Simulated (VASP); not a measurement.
**InGaN₂ (space group P3m1): computed properties**

Level of theory: LDA (Ceperley-Alder, Perdew-Zunger), VASP's LDA PAW potentials (set 64) (plane waves; VASP).

- space group = P3m1 (156)
- cell = a = b = 3.326 Å, c = 5.456 Å, α = β = 90.00°, γ = 120.00°
- volume per atom = 13.07 Å^3/atom
- band gap (over mesh and band path) = 0.45 eV
- smallest direct gap (over mesh and band path) = 0.45 eV
- Hill bulk modulus = 166 GPa
- Hill shear modulus = 74.9 GPa
- Poisson's ratio = 0.303
- band-edge character without spin-orbit coupling = direct, Γ to Γ
- band gap with spin-orbit coupling = 0.45 eV
- density = 6.75 g/cm³
- optical Γ-point spectrum = 107 (×2), 282, 457 (×2), 509, 542 (×2), 665 cm⁻¹
- C11 = 264 GPa
- C12 = 114 GPa
- C13 = 102 GPa
- C33 = 333 GPa
- C44 = 62.8 GPa
- C66 = 74.9 GPa

```yaml
crystal:
  lattice:
    - [3.32647, 0.00000, 0.00000]
    - [-1.66323, 2.88081, 0.00000]
    - [0.00000, 0.00000, 5.45620]
  atoms:
    - { symbol: In, position: [0.00000, 0.00000, 0.99712] }
    - { symbol: Ga, position: [0.66667, 0.33333, 0.49592] }
    - { symbol: N, position: [0.66667, 0.33333, 0.14604] }
    - { symbol: N, position: [0.00000, 0.00000, 0.60252] }
```

Unless said otherwise, spin-orbit coupling is left out, though it shifts the bands of the heavy elements here.

The structure comes from a computed database's InGaN2 entry (P3m1); how it stands against other phases isn't given here. It was relaxed first, which changed the volume by -6 %. Symmetry was kept, so distortions that lower it aren't found.
